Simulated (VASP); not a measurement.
Data:

```yaml
crystal:
  lattice:
    - [-2.12838, 2.12838, 2.12838]
    - [2.12838, -2.12838, 2.12838]
    - [2.12838, 2.12838, -2.12838]
  atoms:
    - { symbol: Yb, position: [0.00000, 0.00000, 0.00000] }
```

Method: r2SCAN meta-GGA, VASP's PBE PAW potentials (set 64) (plane waves; VASP). Settings: 400 eV cut-off, 14×14×14 Γ-centred mesh, tetrahedra with Blöchl corrections, potentials Yb_2.

The 4f electrons are frozen in the core of the lanthanide potential, so 4f levels, which can set the real gap, and their magnetism are missing.

Problem. Tabulate the total density of states (states/eV per cell) against energy (eV; zero at the valence-band maximum or, without a gap, the Fermi level).

Solution. 
```tsv
E (eV)	DOS (states/eV)
-9.93	0.00
-9.60	0.00
-9.26	0.00
-8.93	0.00
-8.59	0.00
-8.26	0.00
-7.92	0.00
-7.48	0.00
-7.14	0.00
-6.81	0.00
-6.47	0.00
-6.14	0.00
-5.80	0.00
-5.47	0.00
-5.13	0.00
-4.80	0.07
-4.46	0.12
-4.13	0.16
-3.80	0.20
-3.46	0.23
-3.02	0.29
-2.68	0.33
-2.35	0.38
-2.01	0.44
-1.68	0.53
-1.34	0.74
-1.01	0.68
-0.67	0.64
-0.34	0.67
-0.01	0.58
0.33	1.65
0.66	1.39
1.00	1.20
1.45	1.16
1.78	1.34
2.11	1.40
2.45	1.14
2.78	0.94
3.12	0.58
3.45	0.69
```
Within 2 eV below the Fermi level the largest weight inside VASP's projection spheres is Yb d, then Yb p.

The structure was generated: Yb was put into the bcc type (Im-3m), which need not be its known phase. It was relaxed first, which changed the volume by -7 %.
